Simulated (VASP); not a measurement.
A cell of YN (rock salt) near equilibrium:

```
CELL_PARAMETERS angstrom
      0.00000     2.42776     2.42776
      2.42776     0.00000     2.42776
      2.42776     2.42776     0.00000
ATOMIC_POSITIONS crystal
  Y  0.00000 0.00000 0.00000
  N  0.50000 0.50000 0.50000
```

The numbers are results of PBEsol GGA, VASP's PBE PAW potentials (set 64) (plane waves; VASP 6.6.1), not measurements.

| run | ΔE (meV/atom) | σxx | σyy | σzz | largest shear component, with its sign (GPa) | largest force (eV/Å) | gap (eV) |
|---|---|---|---|---|---|---|---|
| as it is | 0.0 | -0.14 | -0.14 | -0.14 | 0.00 | 0.000 | 0.07 |
| after one change | 0.9 | -0.27 | 0.32 | -0.27 | 0.00 | 0.082 | 0.09 |
Stress is in GPa, positive when the cell is compressed; gaps are those on the k-mesh, and 0.00 means metallic.

Problem. Which change was made?
A. uniaxial strain of -1.5 % along z
B. shear strain γ_xz = -1.0 %
C. atom 2 (N) moved by -0.050 Å along y
D. biaxial strain of -1.5 % in the xz plane

Solution. C, atom 2 (N) moved by -0.050 Å along y

The compound is YN in the rock salt structure.
